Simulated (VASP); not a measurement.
A convergence study with VASP on SrTiO₃ (cubic perovskite): one setting is varied, all else stays as given below, so the limit is that of these other settings. The cell's lengths are 1 % over those of the tabulated start and one atom is moved, so it is off equilibrium.

```
CELL_PARAMETERS angstrom
      3.94405     0.00000     0.00000
      0.00000     3.94405     0.00000
      0.00000     0.00000     3.94405
ATOMIC_POSITIONS crystal
  Sr 0.00000 0.00000 0.00000
  Ti 0.50000 0.50000 0.50000
  O  0.50000 0.00000 0.50000
  O  0.00000 0.50000 0.50000
  O  0.51537 0.50000 0.00000
```

Calculation: PBEsol GGA, VASP's PBE PAW potentials (set 64) (plane waves; VASP 6.6.1). The tightest run used: 1000 eV cut-off, 6×6×6 Γ-centred mesh, Gaussian smearing of 0.050 eV, potentials Sr_sv Ti_sv O.

Gaps are read on the run's mesh, which can miss a band edge.

Q: The settings run are ENCUT = 250; ENCUT = 300; ENCUT = 350; ENCUT = 400; ENCUT = 450; ENCUT = 500; ENCUT = 550; ENCUT = 600; ENCUT = 650; ENCUT = 700; ENCUT = 750; ENCUT = 800; ENCUT = 850; ENCUT = 1000. From which on does the energy per atom stay within 0.001 eV/atom of the tightest run?

A: From ENCUT = 700 on: it is off by 0.0004 there and by no more than 0.001 in any finer run, while ENCUT = 650 is off by 0.0012.
```
setting       E (eV/atom)  pressure (GPa)  largest force (eV/Å)  gap on the mesh (eV)  plane waves  difference judged (eV/atom)
------------  -----------  --------------  --------------------  --------------------  -----------  ---------------------------
ENCUT = 250       -8.6199          -85.69                 0.347                 1.869          560                       0.2234
ENCUT = 300       -8.4681          -43.82                 0.278                 1.754          739                       0.0717
ENCUT = 350       -8.4143          -21.40                 0.317                 1.749          931                       0.0179
ENCUT = 400       -8.4009          -11.45                 0.318                 1.748         1141                       0.0045
ENCUT = 450       -8.3947           -7.57                 0.313                 1.745         1357                       0.0017
ENCUT = 500       -8.3932           -6.41                 0.313                 1.743         1596                       0.0032
ENCUT = 550       -8.3934           -6.31                 0.313                 1.744         1856                       0.0030
ENCUT = 600       -8.3944           -6.45                 0.313                 1.744         2103                       0.0020
ENCUT = 650       -8.3952           -6.55                 0.313                 1.745         2332                       0.0012
ENCUT = 700       -8.3960           -6.49                 0.313                 1.745         2601                       0.0004
ENCUT = 750       -8.3963           -6.38                 0.313                 1.745         2897                       0.0001
ENCUT = 800       -8.3965           -6.28                 0.313                 1.745         3178                       0.0001
ENCUT = 850       -8.3965           -6.22                 0.313                 1.746         3483                       0.0000
ENCUT = 1000      -8.3964           -6.17                 0.313                 1.745         4436                       0.0000
```

Left out are rungs that failed or repeat a setting and relaxations that didn't move; long series are thinned to 24 rows.

The compound is SrTiO3 in the cubic perovskite structure, the ideal cubic form; the compound distorts at low or room temperature. The cell was not relaxed at this level, it is distorted from the ideal structure.
